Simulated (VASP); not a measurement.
Here is the system:

```
GaN
1.0
    0.00000     2.25350     2.25350
    2.25350     0.00000     2.25350
    2.25350     2.25350     0.00000
Ga N
1 1
Direct
  0.00000   0.00000   0.00000
  0.75000   0.75000   0.75000
```

Method: r2SCAN meta-GGA, VASP's PBE PAW potentials (set 64) (plane waves; VASP). Numerical set-up: 520 eV cut-off, 13×13×13 Γ-centred mesh, Gaussian smearing of 0.010 eV, potentials Ga_d N.

The job: GaN (space group F-43m), 2 atoms, r2SCAN, optics run with many empty bands, 520 eV, 13×13×13 Γ-centred mesh. Roughly how much core time does it take on a busy server core?

About 4 core-minutes (one run on a shared machine, a rough figure). It had 84 irreducible k-points, 39 bands, up to 628 plane waves and 24 electronic steps.

The structure comes from a computed database's GaN entry (F-43m); how it stands against other phases isn't given here. The cell was not relaxed at this level.
